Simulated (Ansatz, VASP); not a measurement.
Two plane-wave programs on As2S

```
As S
1.0
     4.94525    0.00000    0.00000
     0.00000    4.94525    0.00000
     0.00000    0.00000    5.19424
As S
4 2
Direct
  0.00000 0.00000 0.00000
  0.50000 0.50000 0.00000
  0.00000 0.50000 0.20675
  0.50000 0.00000 0.79325
  0.00000 0.50000 0.62386
  0.50000 0.00000 0.37614
```

Alike in both runs: functional r2SCAN; k mesh 4 × 4 × 4; occupations gaussian, width 0.1 eV; no spin polarisation.

Ansatz relaxed the structure, and its values are those at the end. VASP's run is a single point on that final structure, the one shown.

|  | VASP | Ansatz |
| --- | --- | --- |
| version | VASP 6.6.1 | Ansatz 0.2.0 |
| potentials or method | VASP PAW PBE potentials, release 64 (As, S) | scalar-relativistic, plane waves, PAW |
| plane-wave cutoff (eV) | 520 | 500 |
| valence electrons in the cell | 32 | 72 |

```csv
,VASP,Ansatz,Ansatz less VASP
gap on the k mesh at the Fermi level (eV),none,none,-
pressure (GPa),-0.1,0.0,+0.12
rms of the force components (eV/Å),0.012,0.004,-0.0075
```

A gap of «none» marks a metal or a gap that the smearing closes. The two sets of potentials don't hold the same shells in valence.

Caveats: the PAW data sets were made with another functional, which shifts forces and pressure a little (VASP).
